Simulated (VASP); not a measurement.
Input:

```xyz
6
Lattice="1.6749 -2.9010 0.0000 1.6749 2.9010 0.0000 0.0000 0.0000 17.0911" Properties=species:S:1:pos:R:3 pbc="T T T"
W      1.6749     0.9670     4.2728
W      1.6749    -0.9670    12.8184
Se     1.6749     0.9670    14.4981
Se     1.6749    -0.9670     5.9525
Se     1.6749    -0.9670     2.5931
Se     1.6749     0.9670    11.1386
```

Computed with RPBE GGA, VASP's PBE PAW potentials (set 64) (plane waves; VASP). Settings: 520 eV cut-off, Gaussian smearing of 0.050 eV, potentials W_sv Se.

Without a dispersion term in the relaxation, distances and binding between the weakly bound layers, chains or molecules are unreliable, and so is what depends on them. Unless said otherwise, spin-orbit coupling is left out, though it shifts the bands of the heavy elements here.

Problem. Give the energies of bands 17 to 30 at the high-symmetry points, in eV from the valence-band maximum.

Solution. 
| band | Γ | M | K | A | L | H |
|---|---|---|---|---|---|---|
| 17 | -2.35 | -4.12 | -4.24 | -2.35 | -4.10 | -4.24 |
| 18 | -2.35 | -4.09 | -4.23 | -2.35 | -4.10 | -4.24 |
| 19 | -2.21 | -2.96 | -3.72 | -2.08 | -2.96 | -3.72 |
| 20 | -1.94 | -2.96 | -3.72 | -2.08 | -2.96 | -3.72 |
| 21 | -1.28 | -2.09 | -3.21 | -1.28 | -2.09 | -3.21 |
| 22 | -1.28 | -2.09 | -3.21 | -1.28 | -2.09 | -3.21 |
| 23 | -1.28 | -1.02 | -2.30 | -1.28 | -1.02 | -2.30 |
| 24 | -1.28 | -1.02 | -2.30 | -1.28 | -1.02 | -2.30 |
| 25 | -0.36 | -0.97 | -0.01 | -0.26 | -0.97 | -0.01 |
| 26 | -0.17 | -0.97 | 0.00 | -0.26 | -0.97 | -0.01 |
| 27 | 2.80 | 2.24 | 1.46 | 2.80 | 2.25 | 1.46 |
| 28 | 2.80 | 2.25 | 1.46 | 2.80 | 2.25 | 1.46 |
| 29 | 2.81 | 2.62 | 2.80 | 2.85 | 2.63 | 2.85 |
| 30 | 2.83 | 2.64 | 2.89 | 2.88 | 2.63 | 2.85 |

The gap is direct, 1.46 eV, from the valence maximum at K to the conduction minimum at K.

The compound is WSe2 in the 2H layered structure. It was relaxed first, which changed the volume by +38 %.
